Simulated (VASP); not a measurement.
Here is a VASP 6.6.1 calculation.

INCAR

```
ALGO     = Fast           # electronic algorithm
EDIFF    = 1E-4           # SCF threshold, eV
EDIFFG   = -0.08          # ionic threshold
ENCUT    = 520            # plane-wave cutoff, eV
GGA      = PE             # functional
IBRION   = 2              # ionic algorithm
ISIF     = 3              # what is computed and relaxed
ISMEAR   = 0              # smearing method
KPAR     = 2            
LASPH    = T              # aspherical terms in the spheres
LCHARG   = F              # write CHGCAR
LREAL    = F              # projectors in reciprocal space
LWAVE    = F              # write WAVECAR
NELM     = 60             # most SCF steps
NSW      = 24             # ionic steps
PREC     = Normal         # precision mode
SIGMA    = 0.15           # smearing width, eV
```

Contents of KPOINTS:

```
k-points
0
Gamma
  3 3 2
```

File POSCAR:

```
Sn2HBr3
1.0
    4.2024471300      0.0000000000      0.0000000000
    0.0000000000      4.2024471300      0.0000000000
    0.0000000000      0.0000000000      9.2580771800
Sn H Br
2 1 3
Direct
    0.0000000000      0.5000000000      0.7376120100
    0.5000000000      0.0000000000      0.2623879900
    0.0000000000      0.0000000000      0.0000000000
    0.5000000000      0.5000000000      0.0000000000
    0.0000000000      0.5000000000      0.3786259900
    0.5000000000      0.0000000000      0.6213740100
```

Potentials or basis: VASP PAW PBE potentials, release 64 (Sn_d, H, Br).

Run with:

```sh
$ cat potpaw_PBE.64/Sn_d/POTCAR potpaw_PBE.64/H/POTCAR potpaw_PBE.64/Br/POTCAR > POTCAR
$ mpirun -np 2 vasp_std > vasp.out
```

(1) What does it give for the space group after relaxing (to 0.05 Å)?

(2) Predict the band gap on the k mesh.

(3) Estimate the relaxed volume.

Results:

(1) P-4m2 (No. 115).

(2) 1.55 eV, direct.

(3) 26.23 Å³/atom.

Caveat: the k mesh is coarse (spacing up to 0.50 Å⁻¹), so the values aren't converged; spin-orbit coupling is left out, which moves the levels of the heavy elements; an odd mesh through Γ misses points on the zone boundary, where band edges often lie.
